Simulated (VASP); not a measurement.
The system is Be3C.

```
CELL_PARAMETERS angstrom
2.56463 0.00000 0.00000
0.00000 2.56463 0.00000
0.00000 0.00000 6.68640
ATOMIC_POSITIONS crystal
Be 0.50000 0.50000 0.76422
Be 0.00000 0.00000 0.50000
Be 0.50000 0.50000 0.23578
C 0.00000 0.00000 0.00000
```

The cell was built by a generator and needn't be a form met in nature.

| Property | Result |
| --- | --- |
| Program | VASP 6.6.1 |
| Task | relaxation of cell and atoms |
| Functional | PBE |
| Potentials or basis | VASP PAW PBE potentials, release 64 (Be, C) |
| Cutoff | 600 eV |
| k mesh | 10 × 10 × 4 |
| Occupations | gaussian, width 0.05 eV |
| Spin | no spin polarisation |

At the start: pressure -27.2 GPa; volume 10.99 Å³/atom.

Where does the relaxation end?

Over 16 steps the energy falls by 456.0 meV/atom and the volume is 7.75 Å³/atom (-29.5 %); space group P4/mmm (No. 123, to 0.05 Å).

Step by step:
```tsv
step	energy change (eV)	largest force (eV/Å)	pressure (GPa)	volume (Å³)
1	0.0000	1.0175	-27.23	43.98
2	-1.5670	0.9018	-11.41	33.12
3	-1.7023	0.7030	-0.77	30.29
4	-1.7042	0.6578	1.12	29.88
5	-1.7526	0.4527	1.74	29.87
6	-1.7955	0.1735	3.16	29.86
7	-1.7989	0.1025	4.21	29.85
8	-1.8210	0.0921	-1.05	31.18
9	-1.8210	0.0966	-0.91	31.15
10	-1.8227	0.1258	-0.03	31.08
11	-1.8237	0.0349	-0.32	31.10
12	-1.8237	0.0261	-0.35	31.10
13	-1.8237	0.0296	-0.34	31.10
14	-1.8239	0.0089	0.07	31.00
15	-1.8239	0.0070	0.10	30.99
16	-1.8239	0.0028	0.01	31.01
```

Final structure:
```
Be C
1.0
     2.28173    0.00000    0.00000
     0.00000    2.28173    0.00000
     0.00000    0.00000    5.95544
Be C
3 1
Direct
  0.50000 0.50000 0.79989
  0.00000 0.00000 0.50000
  0.50000 0.50000 0.20011
  0.00000 0.00000 0.00000
```

Caveat: the volume moved by over 15 % at a fixed basis, so the end points are rough.
